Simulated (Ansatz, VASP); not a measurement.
**Be (Beryllium) in two plane-wave programs**

Aim: how closely do two programs agree when they are given the same cell, functional and k mesh? The cell is taken from a series of runs on this material, whose earlier steps may have relaxed, scaled, displaced or heated it; both programs get it as it stands.

Calculated with Ansatz 0.2.0; plane waves, with VASP 6.6.1 beside it; zone-centre phonons at LDA.

### Step 1. The structure

The structure is hexagonal, space group P6_3/mmc (No. 194). Conventional cell: a = 2.274 Å, b = 2.274 Å, c = 3.573 Å, α = 90.00°, β = 90.00°, γ = 120.00°. Nearest to Be lie 12 Be at 2.22 to 2.27 Å.

### Step 2. VASP: zone-centre phonons, LDA

Second derivatives magnify differences that forces hide, and they need a tight electronic threshold.

Lines of VASP's logs that name or quote its potential files are left out, and so is its time.

INCAR

```
SYSTEM = Be
PREC = Accurate
ENCUT = 600
EDIFF = 1E-08
NELM = 120
ISMEAR = 1
SIGMA = 0.2
LREAL = .FALSE.
ALGO = Normal
GGA = CA
NBANDS = 8
LORBIT = 11
LWAVE = .FALSE.
LCHARG = .FALSE.
ISIF = 2
IBRION = 8
LASPH = .TRUE.
GGA_COMPAT = .FALSE.
KPAR = 2
```

POSCAR

```
Be
1.0
    2.2738323046      0.0000000000      0.0000000000
   -1.1369161523      1.9691965397      0.0000000000
    0.0000000000      0.0000000000      3.5729733079
Be
2
Direct
    0.3333333333      0.6666666667      0.2500000000
    0.6666666667      0.3333333333      0.7500000000
```

KPOINTS

```
Automatic mesh
0
Gamma
24 24 12
0 0 0
```

The projector-augmented-wave data sets are Be (LDA family, release 64).

The run is started by

```bash
> mpirun -np 2 vasp_std
```

Numbers of over 12 decimals in the logs are rounded to 6 here.

What it wrote:

```text
[banner, memory and clock lines left out]
running    2 mpi-ranks, on    1 nodes
 distrk:  each k-point on    1 cores,    2 groups
 distr:  one band on    1 cores,    1 groups

 POSCAR found type information on POSCAR Be
 POSCAR found :  1 types and       2 ions
 LDA part: xc-table for (Slater(with rela. corr.)+CA(PZ))
 , standard interpolation
 POSCAR, INCAR and KPOINTS ok, starting setup
 FFT: planning ... GRIDC
 FFT: planning ... GRID_SOFT
 FFT: planning ... GRID
 WAVECAR not read
 entering main loop
       N       E                     dE             d eps       ncg     rms          rms(c)
DAV:   1    -0.451705359970E+01   -0.45171E+01   -0.19185E+03  6912   0.457E+02
DAV:   2    -0.843374659361E+01   -0.39167E+01   -0.38155E+01 10984   0.438E+01
DAV:   3    -0.844710449184E+01   -0.13358E-01   -0.13347E-01  7136   0.263E+00
DAV:   4    -0.844710831727E+01   -0.38254E-05   -0.38254E-05  9928   0.496E-02
DAV:   5    -0.844710831772E+01   -0.44936E-09   -0.18083E-09  7136   0.207E-04    0.121E+00
DAV:   6    -0.841499308023E+01    0.32115E-01   -0.22922E-03  8848   0.325E-01    0.729E-01
DAV:   7    -0.839993477082E+01    0.15058E-01   -0.39416E-03  9568   0.413E-01    0.176E-02
DAV:   8    -0.839992718553E+01    0.75853E-05   -0.73691E-06  7160   0.270E-02    0.490E-03
DAV:   9    -0.839992633667E+01    0.84886E-06   -0.46729E-07  9408   0.590E-03    0.430E-04
DAV:  10    -0.839992632805E+01    0.86156E-08   -0.17604E-09  6112   0.384E-04
   1 F= -.83999263E+01 E0= -.83997728E+01  d E =-.460454E-03
 Linear response reoptimize wavefunctions to high precision
DAV:   1    -0.839992632720E+01    0.85036E-09   -0.29387E-10  7480   0.140E-04
DAV:   2    -0.839992632720E+01   -0.85265E-13   -0.72246E-13  3472   0.680E-06
 Linear response DOF=           2
 Linear response progress:
  Degree of freedom:   1/  2
       N       E                     dE             d eps       ncg     rms          rms(c)
RMM:   1    -0.701083785119E-02   -0.70108E-02   -0.29664E-03 67480   0.289E-01
RMM:   2    -0.695061125542E-02    0.60227E-04   -0.22611E-05 50336   0.254E-02    0.254E-02
RMM:   3    -0.695929933589E-02   -0.86881E-05   -0.81519E-07 50660   0.645E-03    0.152E-02
RMM:   4    -0.699304854965E-02   -0.33749E-04   -0.17269E-06 50678   0.938E-03    0.389E-04
RMM:   5    -0.699290045110E-02    0.14810E-06   -0.73016E-10 51916   0.285E-04    0.126E-04
RMM:   6    -0.699279714206E-02    0.10331E-06    0.54719E-10 51563   0.969E-05    0.644E-06
RMM:   7    -0.699279344556E-02    0.36965E-08    0.19845E-10 49885   0.406E-06    0.163E-06
 first order change of Fermi-energy   0.17961E-05
 force on displaced ion       1 direction 1 :  -3.460   0.000   0.000
 Linear response progress:
  Degree of freedom:   2/  2
       N       E                     dE             d eps       ncg     rms          rms(c)
RMM:   1    -0.184167413269E-01   -0.18417E-01    0.17554E-02 24430   0.662E-01
RMM:   2    -0.156431483660E-01    0.27736E-02    0.33424E-04 16082   0.757E-02    0.108E-01
RMM:   3    -0.150111898221E-01    0.63196E-03    0.58243E-04 15973   0.885E-02    0.403E-02
RMM:   4    -0.152084986126E-01   -0.19731E-03    0.12373E-04 16278   0.505E-02    0.403E-03
RMM:   5    -0.152350302039E-01   -0.26532E-04   -0.25734E-05 16986   0.334E-03    0.606E-04
RMM:   6    -0.152334323825E-01    0.15978E-05   -0.46642E-06 16689   0.473E-04    0.856E-05
RMM:   7    -0.152328928339E-01    0.53955E-06   -0.78533E-07 17310   0.396E-05    0.105E-05
RMM:   8    -0.152328341143E-01    0.58720E-07   -0.91782E-08 17289   0.665E-06    0.885E-07
RMM:   9    -0.152328267092E-01    0.74052E-08   -0.15883E-08 12337   0.556E-07    0.211E-07
 first order change of Fermi-energy   0.99125E-05
 force on displaced ion       1 direction 3 :   0.000  -0.000  -7.291
 Linear response finished
```

OUTCAR, selected parts (step 2):

```text
ion  position               nearest neighbor table
   1  0.333  0.667  0.250-   2 2.22   2 2.22   2 2.22   2 2.22   2 2.22   2 2.22
   2  0.667  0.333  0.750-   1 2.22   1 2.22   1 2.22   1 2.22   1 2.22   1 2.22

  LATTYP: Found a hexagonal cell.
 ALAT       =     2.2738323046
 C/A-ratio  =     1.5713442459

 Subroutine GETGRP returns: Found 24 space group operations
 (whereof 12 operations were pure point group operations)

The static configuration has the point symmetry D_3d.
 The point group associated with its full space group is D_6h.

 Found    427 irreducible k-points:

   k-points           NKPTS =    427   k-points in BZ     NKDIM =    427   number of bands    NBANDS=      8

   dimension x,y,z NGX =    18 NGY =   18 NGZ =   30
   dimension x,y,z NGXF=    36 NGYF=   36 NGZF=   60

   ENCUT  =  600.0 eV  44.10 Ry    6.64 a.u.   4.54  4.54  7.14*2*pi/ulx,y,z

   NELECT =       4.0000    total number of electrons

 k-points in reciprocal lattice and weights: Automatic mesh
   0.00000000  0.00000000  0.00000000       0.000
   0.04166667  0.00000000  0.00000000       0.001
   0.08333333  0.00000000  0.00000000       0.001
   0.12500000 -0.00000000  0.00000000       0.001
   0.16666667 -0.00000000  0.00000000       0.001
   0.20833333 -0.00000000  0.00000000       0.001
   0.25000000 -0.00000000  0.00000000       0.001
   0.29166667  0.00000000  0.00000000       0.001
   0.33333333 -0.00000000  0.00000000       0.001
[...]
0.33333333  0.29166667  0.50000000       0.002
   0.33333333  0.33333333  0.50000000       0.000

 average (electrostatic) potential at core
       1 -30.3353       2 -30.3353

  Total       -0.6491469     -0.6491469     -0.6478980     -0.0000000      0.0000000     -0.0000000
  in kB      -65.0094251    -65.0094251    -64.8843508     -0.0000000      0.0000000     -0.0000000
  external PRESSURE =     -64.9677336 kB  Pullay stress =       0.0000000 kB

  energy-cutoff  :      600.00
  volume of cell :       16.00
      direct lattice vectors                 reciprocal lattice vectors
     2.273832305  0.000000000  0.000000000     0.439786170  0.253910664  0.000000000
    -1.136916152  1.969196540  0.000000000     0.000000000  0.507821327  0.000000000
     0.000000000  0.000000000  3.572973308     0.000000000  0.000000000  0.279878945

 POSITION                                       TOTAL-FORCE (eV/Angst)
 -----------------------------------------------------------------------------------
     -0.00000      1.31280      0.89324        -0.000000      0.000000      0.000000
      1.13692      0.65640      2.67973         0.000000     -0.000000      0.000000
 -----------------------------------------------------------------------------------
    total drift:                                0.000000     -0.000000      0.000000

 Eigenvectors and eigenvalues of the dynamical matrix
 ----------------------------------------------------

   1 f  =   19.885320 THz   124.943151 2PiTHz  663.302881 cm-1    82.239039 meV
             X         Y         Z           dx          dy          dz
     -0.000000  1.312798  0.893243     0.000000    0.000000   -0.707107
      1.136916  0.656399  2.679730     0.000000    0.000000    0.707107

   2 f  =   13.697484 THz    86.063828 2PiTHz  456.898875 cm-1    56.648215 meV
             X         Y         Z           dx          dy          dz
     -0.000000  1.312798  0.893243     0.707107   -0.000001    0.000000
      1.136916  0.656399  2.679730    -0.707107    0.000001    0.000000

   3 f  =   13.697484 THz    86.063828 2PiTHz  456.898875 cm-1    56.648215 meV
             X         Y         Z           dx          dy          dz
     -0.000000  1.312798  0.893243    -0.000001   -0.707107    0.000000
      1.136916  0.656399  2.679730     0.000001    0.707107    0.000000

   4 f  =    0.000000 THz     0.000000 2PiTHz    0.000002 cm-1     0.000000 meV
             X         Y         Z           dx          dy          dz
     -0.000000  1.312798  0.893243    -0.555108   -0.438013    0.000000
      1.136916  0.656399  2.679730    -0.555108   -0.438013    0.000000

   5 f  =    0.000000 THz     0.000000 2PiTHz    0.000000 cm-1     0.000000 meV
             X         Y         Z           dx          dy          dz
     -0.000000  1.312798  0.893243     0.000000    0.000000    0.707107
      1.136916  0.656399  2.679730     0.000000    0.000000    0.707107

   6 f/i=    0.000000 THz     0.000001 2PiTHz    0.000003 cm-1     0.000000 meV
             X         Y         Z           dx          dy          dz
     -0.000000  1.312798  0.893243    -0.438013    0.555108    0.000000
      1.136916  0.656399  2.679730    -0.438013    0.555108    0.000000

 ELASTIC MODULI CONTR FROM IONIC RELAXATION (kBar)
 Direction    XX          YY          ZZ          XY          YZ          ZX
 --------------------------------------------------------------------------------
 XX        -190.0228    190.0228     -0.0000     -0.0000      0.0000      0.0000
 YY         190.0228   -190.0228      0.0000      0.0000     -0.0000      0.0000
 ZZ          -0.0000      0.0000     -0.0000      0.0000      0.0000      0.0000
 XY          -0.0000      0.0000      0.0000   -190.0228     -0.0000      0.0000
 YZ           0.0000     -0.0000      0.0000     -0.0000     -0.0000      0.0000
 ZX           0.0000      0.0000      0.0000      0.0000      0.0000      0.0000
 --------------------------------------------------------------------------------
```

### Step 3. Ansatz: zone-centre phonons, LDA

Ansatz runs on its PAW soft_1 files.

The same cell, functional (in two slightly different forms), mesh and smearing now go to Ansatz, which takes its cutoff from its data sets.

input.yaml

```yaml
crystal:
  lattice:
    - [2.2738323046, 0.0, 0.0]
    - [-1.1369161523, 1.9691965397, 0.0]
    - [0.0, 0.0, 3.5729733079]
  atoms:
    - { symbol: Be, position: [0.3333333333, 0.6666666667, 0.25] }
    - { symbol: Be, position: [0.6666666667, 0.3333333333, 0.75] }
kpoints:
  mp_grid: { grid: [24, 24, 12] }
hamiltonian:
  xc: lda
  pseudopotentials: { kind: paw, azcp: { folder: soft_1 }, xc_functional: pbe }
scf:
  occupations: { method: methfessel_paxton, width: 0.2 }
output:
  eigenvalues: true
phonons:
  method: dfpt
```

The run is started by

```bash
> ansatz run input.yaml --threads 4 --pin off --max-ram 10240MiB --backend cpu --events-out ev --progress --plain --runs-dir out
```

What it wrote:

```text
zone centre: on kpoints.mp_grid the ground state, and the responses unless they are solved on pairs of k-points, stand on 1099 of the mesh's 6912 k-points, reduced under 4 symmetry operations, with k and −k counted as one. Each operation leaves every solved displacement unchanged or reverses it
Engine: ansatz 0.2.0, aarch64-unknown-linux-gnu
Pseudopotentials: kind: paw
Pseudopotential: Be, paw, valence charge 2, recommended cutoff 420 eV (normal), soft_1/Be.paw.azcp
Functional definition: SPW92
  exchange = slater_x
  correlation = pw_c
Crystal: 2 atoms, lattice volume = 15.998 Å³
Basis set: ecut = 420 eV, 311 PW (Γ), exchange–correlation on 32×32×48 points (8 copies of the dense FFT grid, shifted against one another)
Bands: 6, of which v1, the nominal top of the filled ones, is band 2 counted from 1 (1 counted from 0)
Symmetry: 24 space group operations
k-points: 1099 of 6912 (irreducible under 4 space group operations, time reversal used)
Non-local potential: Be, projectors of the file, l = 0: 2, l = 1: 2, l = 2: 1
PAW form: soft (Blöchl's): semilocal exchange-correlation on the pseudo side does not see the compensation charge
PAW frozen core: Be, regenerated for the run's functional, and the local potential with it (the file was generated under x = pbe(κ = 0.804, μ = 0.219515), c = pbe(β = 0.066725))
PAW one-centre angular grid: Be, 110 points (default); XC on 64 Gauss nodes
Initial density: superposition of atomic densities (chi_scale 0.1, normalization cell)
Initial wavefunctions: pseudopotential atomic-orbital guess
Functional: x = slater, c = lda
SCF iter   1: F=—  HF=-176.448402 eV  |F-HF|=—  |Δ(HF+E_count)|=         —  Δρ=1.45e-2  dr2=2.51e-2  ethr=3.10e-3  ⟨swp⟩=4.7  Hψ=54243  notcnv=0
preconditioner: auto → none  [metal: Δε(μ)=0.035 eV  Ē_g=12.680 eV  σ=0.200 eV  W_gap=0.14  n_scr=2 (ndim 8)  ℏωp=18.6 eV  f_vac=0.000  D(μ)=0.21/eV (n_scr^D=0)  sad-step TF]
SCF iter   2: F=—  HF=-176.448311 eV  |F-HF|=—  |Δ(HF+E_count)|=   9.10e-5  S|Δr|=    0.00e0  Δρ=8.92e-3  dr2=9.78e-3  ethr=6.28e-4  ⟨swp⟩=1.0  Hψ=15386  notcnv=0
SCF iter   3: F=—  HF=-176.447344 eV  |F-HF|=—  |Δ(HF+E_count)|=   9.67e-4  S|Δr|=    0.00e0  Δρ=4.71e-4  dr2=2.98e-5  ethr=2.44e-4  ⟨swp⟩=1.0  Hψ=6594  notcnv=0
SCF iter   4: F=—  HF=-176.447336 eV  |F-HF|=—  |Δ(HF+E_count)|=   7.62e-6  S|Δr|=    0.00e0  Δρ=1.98e-5  dr2=4.61e-8  ethr=7.45e-7  ⟨swp⟩=1.0  Hψ=6609  notcnv=0
SCF iter   5: F=—  HF=-176.447336 eV  |F-HF|=—  |Δ(HF+E_count)|=   5.92e-8  S|Δr|=    0.00e0  Δρ=2.32e-6  dr2=4.61e-10  ethr=1.15e-9  ⟨swp⟩=2.4  Hψ=8681  notcnv=0
SCF iter   6: F=-176.447336 eV  HF=-176.447336 eV  |F-HF|=5.68e-13  |Δ(HF+E_count)|=  4.37e-11  S|Δr|=    0.00e0  Δρ=1.77e-7  dr2=3.82e-12  ethr=1.00e-12  ⟨swp⟩=4.7  Hψ=17728  notcnv=0
SCF 1 converged in 6 iterations: F = -176.447336 eV  dr2 = 3.82e-12
  greatest PAW one-centre occupation: 0.351 electrons in one spin orbital (limit 2), on the Be atom at site 1 (counted from 0), in its partial waves of l = 0
DFPT response loops at Γ: preconditioner auto → Kerker (q_TF=auto, 2.165 Å⁻¹) (partly filled bands, converged f_vac=0.000); β = 1.00, the filter's whole step (`scf.mixing.beta` (0.50) is not read by the response loops under this deck's `scf.mixing.preconditioner`; to damp them name `kerker` or `kerker_dos`, under which they read `scf.mixing.beta`, and type it under 1.00, their step now; both keys bind the ground state too); Broyden in place of MSR1
SCF converged after 6 iterations
Stability not checked: this state was not tested for a lower state beside it, because cold or Methfessel-Paxton smearing, or corrected tetrahedra, fill the levels in a way that the test cannot read (fill_not_monotonic; see scf.lower_state_search)
Free energy (F): -176.447336 eV
Harris-Foulkes:  -176.447336 eV  (|F-HF|=5.68e-13)
Internal energy: -176.446876 eV  (E = F + TS)
E sigma→0 (E₀):  -176.447221 eV
Entropy (-TS):   -0.000461 eV (-0.230 meV/atom)
Fermi energy:    7.783788 eV
--- Per-component energies (eV) ---
  E_band       = 11.383642
  E_kinetic    = 42.768532
  E_local      = 5.518898  (includes V_loc(G=0)·N_el)
  E_nonlocal   = 7.862400
  E_hartree    = 0.073615
  E_xc         = -40.479290
  E_vxc        = -41.603684  (∫ρ·V_xc dr)
  E_paw        = -109.089650  (= ΣΔE_a)
  E_vpaw       = -3.309734  (= ΣTr[D̂ρ^β])
  E_aug_tail   = -0.000001  (compensation charges beyond the density's cutoff)
  E_ewald      = -83.161955
  E_core_change = 0.060574  (= ΣΔE_core)
  E_smearing   = -0.000461  (= −TS)
  E_closure    = 0.000000  (closes the sum)
  Σ components = -176.447336   (vs F -176.447336, Δ=0.00e0)
--- Band table (eV; the first three rows and the last of 1099) ---
  k-point 0: bands = ["-3.3207", "3.4426", "9.0368", "23.3575", "23.3575", "26.1777"]
  k-point 1: bands = ["-3.2616", "3.0939", "9.5241", "23.4110", "23.4110", "26.1558"]
  k-point 2: bands = ["-3.0841", "2.2890", "10.7427", "23.5689", "23.5689", "26.0812"]
  k-point 1098: bands = ["3.9741", "3.9741", "11.3316", "11.3316", "15.2719", "15.2719"]
--- Phonons (Γ-DFPT): 2 representative perturbations + reference, on 1099 of 6912 k-points (Σ response iterations 6) ---
  k mesh reduced under 4 symmetry operations, with k and −k counted as one. Each operation leaves every solved displacement unchanged or reverses it
  ASR residual: 1.847e-5 → 0.000e0 eV/Å²; symmetrization residual: 5.329e-15 eV/Å²
  ASR residual per site (eV/Å²): 1.85e-5 1.85e-5
  Γ frequencies (cm⁻¹): 0.00 0.00 0.00 456.79 456.79 660.04
  non-analytic LO–TO correction: not included (Born effective charges unavailable; polar crystals: no LO–TO splitting at Γ)
```

The column dr2 measures how far the density is from self-consistency, as an energy; F and HF (Harris–Foulkes) agree once it is small.

### Step 4. Comparison

Known differences besides the potentials themselves: the two LDA forms differ slightly; the cutoff is 420 eV in Ansatz and 600 eV in VASP; VASP's log shows a relativistic correction to its local exchange, Ansatz's none. Total energies have different zeros and are not compared.

The two programs side by side:

```tsv
quantity	Ansatz	VASP	difference
optical mode 1 to 2 (cm⁻¹)	456.8	456.9	-0.02 %
optical mode 3 (cm⁻¹)	660.0	663.3	-0.49 %
```

Modes are paired by rising frequency, not by their patterns, so a pair may set unlike modes beside each other; they are those without the splitting of longitudinal modes.

### Step 5. Outcome

| Property | Result |
| --- | --- |
| r.m.s. difference of the optical zone-centre modes, each program's sorted by frequency (zone-centre phonons, LDA) | 1.9 cm⁻¹ |

In words: The r.m.s. difference of the optical zone-centre modes, each program's sorted by frequency is 1.9 cm⁻¹ (zone-centre phonons, LDA). Such differences can come from data sets, numerical settings and the points named under the comparisons, not from the functional's error against experiment.

[Lines on the potential files, build, host, timing and source positions are cut from VASP's logs without a mark.]

[Logs are printed without paths, hosts, clocks, repeated set-up lines and the standing remarks that a program may print on its own settings, such as how far it seeks lower states.]

[Hosts, paths, dates, database ids (printed as entryN), source tags and the programs' standing remarks are cut or masked in the printed files.]
